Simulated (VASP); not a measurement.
Method: PBE GGA, VASP's PBE PAW potentials (set 64) (plane waves; VASP).

Input for VASP

**KPOINTS**
```
kpoints
0
Gamma
 16 16 16
```

**INCAR**
```
SYSTEM = Mo
PREC = Accurate
ENCUT = 480
EDIFF = 1E-7
NELM = 100
ALGO = Normal
LREAL = .FALSE.
LASPH = .TRUE.
ISMEAR = 1
SIGMA = 0.1
GGA = PE
LMAXMIX = 4
LWAVE = .FALSE.
LCHARG = .FALSE.
ISIF = 3
IBRION = 2
NSW = 40
EDIFFG = -0.01
PSTRESS = 200
```

### POSCAR
```
Mo
1
   -1.5463546349     1.5463546349     1.5463546349
    1.5463546349    -1.5463546349     1.5463546349
    1.5463546349     1.5463546349    -1.5463546349
Mo
1
Direct
  0.0000000000   0.0000000000   0.0000000000
```

POTCAR, in this order: Mo_sv (PBE.64 set). Program: vasp_std.

The run wrote:

OSZICAR:
```
       N       E                     dE             d eps       ncg     rms          rms(c)
DAV:   1     0.861369340250E+02    0.86137E+02   -0.79862E+03  3220   0.124E+03
DAV:   2    -0.103042325613E+02   -0.96441E+02   -0.93093E+02  3454   0.332E+02
DAV:   3    -0.114800918564E+02   -0.11759E+01   -0.11693E+01  3710   0.371E+01
DAV:   4    -0.114830982137E+02   -0.30064E-02   -0.30054E-02  3502   0.217E+00
DAV:   5    -0.114831129221E+02   -0.14708E-04   -0.14707E-04  3728   0.149E-01    0.167E+01
DAV:   6    -0.109601522250E+02    0.52296E+00   -0.89842E-01  3418   0.117E+01    0.506E+00
DAV:   7    -0.108835698442E+02    0.76582E-01   -0.20041E-01  3676   0.520E+00    0.826E-01
DAV:   8    -0.108798277021E+02    0.37421E-02   -0.36903E-03  3328   0.871E-01    0.186E-01
DAV:   9    -0.108798848881E+02   -0.57186E-04   -0.70927E-05  3734   0.115E-01    0.883E-02
DAV:  10    -0.108798925745E+02   -0.76864E-05   -0.10118E-05  3442   0.423E-02    0.771E-03
DAV:  11    -0.108798929852E+02   -0.41074E-06   -0.93268E-08  2646   0.345E-03    0.170E-03
DAV:  12    -0.108798928901E+02    0.95122E-07   -0.99229E-09  1876   0.145E-03
   1 F= -.90335740E+01 E0= -.90336549E+01  d E =-.903357E+01
```

OUTCAR:
```
------------------------ aborting loop because EDIFF is reached ----------------------------------------
  FORCE on cell =-STRESS in cart. coord.  units (eV):
  Direction    XX          YY          ZZ          XY          YZ          ZX
  --------------------------------------------------------------------------------------
  Total        1.8440445      1.8440445      1.8440445      0.0000000     -0.0000000      0.0000000
  in kB      199.7536316    199.7536316    199.7536316      0.0000000     -0.0000000      0.0000000
  external PRESSURE =      -0.2463684 kB  Pullay stress =     200.0000000 kB
  volume of cell :       14.79
      direct lattice vectors                 reciprocal lattice vectors
    -1.546354635  1.546354635  1.546354635     0.000000000  0.323341094  0.323341094
     1.546354635 -1.546354635  1.546354635     0.323341094  0.000000000  0.323341094
     1.546354635  1.546354635 -1.546354635     0.323341094  0.323341094  0.000000000
 POSITION                                       TOTAL-FORCE (eV/Angst)
 -----------------------------------------------------------------------------------
      0.00000      0.00000      0.00000        -0.000000      0.000000     -0.000000
 -----------------------------------------------------------------------------------
    total drift:                                0.000000     -0.000000      0.000000
  FREE ENERGIE OF THE ION-ELECTRON SYSTEM (eV)
  ---------------------------------------------------
  free  energy   TOTEN  =       -10.8798928901 eV

  energy  without entropy=      -10.8801356425  energy(sigma->0) =      -10.87997381
  enthalpy is  TOTEN    =        -9.0335740310 eV   P V=        1.8463188591

 reached required accuracy - stopping structural energy minimisation
```
(Selected blocks of OUTCAR.)

OUTCAR:
```
 val. band max:       13.5268614108   @ k =  -0.1250   0.1250   0.1250

 cond. band min:      13.5521925347   @ k =   0.1875   0.0000   0.0000


 Fermi energy:        13.5322384589

 k-point     1 :       0.0000    0.0000    0.0000
  band No.  band energies     occupation
      1     -47.7831      2.00000
      2     -20.9100      2.00000
      3     -20.9100      2.00000
      4     -20.9100      2.00000
      5       6.0963      2.00000
      6      12.0339      2.00000
      7      12.0339      2.00000
      8      12.0339      2.00000
      9      15.2697     -0.00000
     10      15.2697     -0.00000
     11      28.4133      0.00000

 k-point     2 :       0.0625    0.0000    0.0000
  band No.  band energies     occupation
      1     -47.7709      2.00000
      2     -20.9784      2.00000
      3     -20.9308      2.00000
      4     -20.9105      2.00000
      5       6.2808      2.00000
      6      11.9271      2.00000
      7      12.0159      2.00000
      8      12.2088      2.00000
      9      15.1085     -0.00000
     10      15.2715     -0.00000
     11      28.5578      0.00000

 k-point     3 :       0.1250    0.0000    0.0000
  band No.  band energies     occupation
      1     -47.7358      2.00000
      2     -21.1707      2.00000
      3     -20.9897      2.00000
      4     -20.9123      2.00000
      5       6.7957      2.00000
      6      11.6368      2.00000
      7      11.9347      2.00000
      8      12.7243      2.00000
      9      14.7886     -0.00000
     10      15.2867     -0.00000
     11      28.8869      0.00000

 k-point     4 :       0.1875    0.0000    0.0000
  band No.  band energies     occupation
      1     -47.6830      2.00000
      2     -21.4518      2.00000
      3     -21.0769      2.00000
      4     -20.9149      2.00000
      5       7.5031      2.00000
      6      11.2358      2.00000
      7      11.7973      2.00000
      8      13.5522      0.66961
      9      14.6134     -0.00000
...
```

The compound is Mo in the bcc structure. It was relaxed first under an external pressure of 20 GPa.
